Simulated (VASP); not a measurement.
Energy against volume of MnF$_{2}$ (rutile). Level of theory: PBE GGA with D3 dispersion (zero damping), VASP's PBE PAW potentials (set 64) (plane waves; VASP). Numerical set-up: 520 eV cut-off, 5×5×7 Γ-centred mesh, Gaussian smearing of 0.050 eV, potentials Mn_pv F.

Shape and ions are relaxed at each volume.

```csv
V (Å³/atom),E (eV/atom)
12.862,-6.69958
13.260,-6.70427
13.657,-6.70214
14.055,-6.69424
```

**Question.** Fit these four points and predict the energy of the run at 12.464 Å³/atom.

**Answer.** A cubic in V^(−2/3), the third-order Birch-Murnaghan form, passes through the four points with V0 = 13.32 Å³/atom and B0 = 89 GPa, and gives -6.6868 eV/atom there. The run gave -6.6869 eV/atom, -0.1 meV/atom from the fit; all five points give B0 = 89 GPa.

The compound is MnF2 in the rutile structure. It was relaxed first.
